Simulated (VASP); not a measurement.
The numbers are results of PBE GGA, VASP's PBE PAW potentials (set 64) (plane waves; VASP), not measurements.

The input files of a VASP run:

**INCAR**
```
NELM  =  100   ! most electronic steps
MAGMOM  =  4.5 -4.5 -0.0 2*0.0 -0.0
SIGMA  =  0.05
GGA  =  PE
ISMEAR  =  0   ! Gaussian
ENCUT  =  520
LASPH  =  .TRUE.
PREC  =  Accurate
ICHARG  =  11
EDIFF  =  1E-7   ! SCF stop (eV)
LWAVE  =  .FALSE.
SYSTEM  =  MnF2
LCHARG  =  .FALSE.
LREAL  =  .FALSE.
ALGO  =  Normal   ! blocked Davidson
LMAXMIX  =  4   ! l cut-off of mixed one-centre charges
ISPIN  =  2   ! spin-polarised
LORBIT  =  11   ! lm-projected
```

File POSCAR:
```
MnF2
1
    4.9354004405    -0.0000000000     0.0000000000
   -0.0000000000     4.9354004405     0.0000000000
    0.0000000000     0.0000000000     3.3248314140
Mn F
2 4
Direct
  0.0000000000   1.0000000000   0.0000000000
  0.5000000000   0.5000000000   0.5000000000
  0.3036584732   0.3036584732   0.0000000000
  0.8036584732   0.1963415268   0.5000000000
  0.1963415268   0.8036584732   0.5000000000
  0.6963415268   0.6963415268   0.0000000000
```

**KPOINTS**
```
k-points along high-symmetry lines
8
Line-mode
Reciprocal
  0.000000   0.000000   0.000000 ! GAMMA
  0.500000   0.500000   0.000000 ! Y

  0.500000   0.500000   0.000000 ! Y
  0.500000   0.500000   0.000000 ! C_0

  0.500000  -0.500000   0.000000 ! SIGMA_0
  0.000000   0.000000   0.000000 ! GAMMA

  0.000000   0.000000   0.000000 ! GAMMA
  0.000000   0.000000   0.500000 ! Z

  0.000000   0.000000   0.500000 ! Z
  0.500000  -0.500000   0.500000 ! A_0

  0.500000   0.500000   0.500000 ! E_0
  0.500000   0.500000   0.500000 ! T

  0.500000   0.500000   0.500000 ! T
  0.500000   0.500000   0.000000 ! Y

  0.000000   0.000000   0.000000 ! GAMMA
  0.500000  -0.000000   0.000000 ! S

  0.500000  -0.000000   0.000000 ! S
  0.500000  -0.000000   0.500000 ! R

  0.500000  -0.000000   0.500000 ! R
  0.000000   0.000000   0.500000 ! Z

  0.000000   0.000000   0.500000 ! Z
  0.500000   0.500000   0.500000 ! T
```

POTCAR, in this order: Mn_pv F (PBE.64 set). Program: vasp_std. Read from the step before: CHGCAR.

The run wrote:

**OSZICAR**
```
       N       E                     dE             d eps       ncg     rms          rms(c)
DAV:   1     0.658362504995E+03    0.65836E+03   -0.31930E+04 11728   0.191E+03
DAV:   2     0.225237236973E+02   -0.63584E+03   -0.60956E+03 12960   0.536E+02
DAV:   3    -0.378401649924E+02   -0.60364E+02   -0.59628E+02 12464   0.171E+02
DAV:   4    -0.393256225075E+02   -0.14855E+01   -0.14843E+01 12216   0.282E+01
DAV:   5    -0.393539256203E+02   -0.28303E-01   -0.28301E-01 12576   0.399E+00
DAV:   6    -0.393547598409E+02   -0.83422E-03   -0.83422E-03 12432   0.668E-01
DAV:   7    -0.393547937781E+02   -0.33937E-04   -0.33937E-04 12848   0.130E-01
DAV:   8    -0.393547954211E+02   -0.16430E-05   -0.16430E-05 12144   0.268E-02
DAV:   9    -0.393547955115E+02   -0.90418E-07   -0.90422E-07 10176   0.609E-03
   1 F= -.39354796E+02 E0= -.39354796E+02  d E =-.413098E-23  mag=     0.0000
```

**OUTCAR**
```



 magnetization (x)

# of ion       s       p       d       tot
------------------------------------------
    1        0.017   0.015   4.514   4.546
    2       -0.017  -0.015  -4.514  -4.546
    3       -0.002  -0.028   0.000  -0.030
    4        0.002   0.028   0.000   0.030
    5        0.002   0.028   0.000   0.030
    6       -0.002  -0.028   0.000  -0.030
--------------------------------------------------
tot         -0.000   0.000   0.000  -0.000
```
(Selected blocks of OUTCAR.)

**OUTCAR**
```
 val. band max:        2.3588961032   @ k =   0.5000   0.0000   0.0000

 cond. band min:       4.6194035259   @ k =   0.0000   0.0000   0.0000



 spin component 1

 k-point     1 :       0.0000    0.0000    0.0000
  band No.  band energies     occupation
      1     -47.0679      1.00000
      2     -47.0063      1.00000
      3     -47.0014      1.00000
      4     -42.1351      1.00000
      5     -42.0775      1.00000
      6     -42.0724      1.00000
      7     -21.3396      1.00000
      8     -20.8596      1.00000
      9     -20.8522      1.00000
     10     -20.7972      1.00000
     11      -4.7706      1.00000
     12      -3.8139      1.00000
     13      -3.3371      1.00000
     14      -3.2662      1.00000
     15      -2.8589      1.00000
     16      -2.8090      1.00000
     17      -2.8087      1.00000
     18      -2.7660      1.00000
     19      -1.9340      1.00000
     20      -1.5675      1.00000
     21      -1.5516      1.00000
     22      -1.2597      1.00000
     23       0.7478      1.00000
     24       0.9790      1.00000
     25       1.1419      1.00000
     26       1.9881      1.00000
     27       2.3037      1.00000
     28       4.6194      0.00000
     29       4.9878      0.00000
     30       5.4762      0.00000
     31       5.4789      0.00000
     32       6.3815      0.00000

 k-point     2 :       0.0714    0.0714    0.0000
  band No.  band energies     occupation
      1     -47.0679      1.00000
      2     -47.0063      1.00000
      3     -47.0014      1.00000
      4     -42.1351      1.00000
      5     -42.0775      1.00000
      6     -42.0724      1.00000
      7     -21.3291      1.00000
      8     -20.8717      1.00000
      9     -20.8537      1.00000
     10     -20.7954      1.00000
     11      -4.7341      1.00000
     12      -3.7996      1.00000
     13      -3.3192      1.00000
     14      -3.2678      1.00000
     15      -2.9068      1.00000
...
```

The density is held fixed in this step, so its total energy and stress have no physical meaning.

The compound is MnF2 in the rutile structure. It was relaxed first.
